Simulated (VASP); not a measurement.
```xyz
5
Lattice="6.1800 0.0000 0.0000 0.0000 6.1800 0.0000 0.0000 0.0000 6.1800" Properties=species:S:1:pos:R:3 pbc="T T T"
Cs     0.0000     0.0000     0.0000
Sn     3.0900     3.0900     3.0900
I      3.0900     0.0000     3.0900
I      0.0000     3.0900     3.0900
I      3.0900     3.0900     0.0000
```

Computed with r2SCAN meta-GGA, VASP's PBE PAW potentials (set 64) (plane waves; VASP). Run with 400 eV cut-off, 4×4×4 Γ-centred mesh, Gaussian smearing of 0.050 eV, potentials Cs_sv Sn_d I.

Unless said otherwise, spin-orbit coupling is left out, though it shifts the bands of the heavy elements here.

Predict the energy per atom (σ→0), band gap (on the k-mesh) with the smallest direct gap where there is one.

| Property | Result |
|---|---|
| band gap (on the k-mesh) | 0.36 eV |
| smallest direct gap (on the k-mesh) | 0.36 eV |
| energy per atom (σ→0) | -25.722 eV/atom |

The absolute energy has meaning only against runs of the same code, potentials and settings.

The compound is CsSnI3 in the cubic perovskite structure, the ideal cubic form; the compound distorts at low or room temperature. It was relaxed first. The start is the result of an earlier pass.
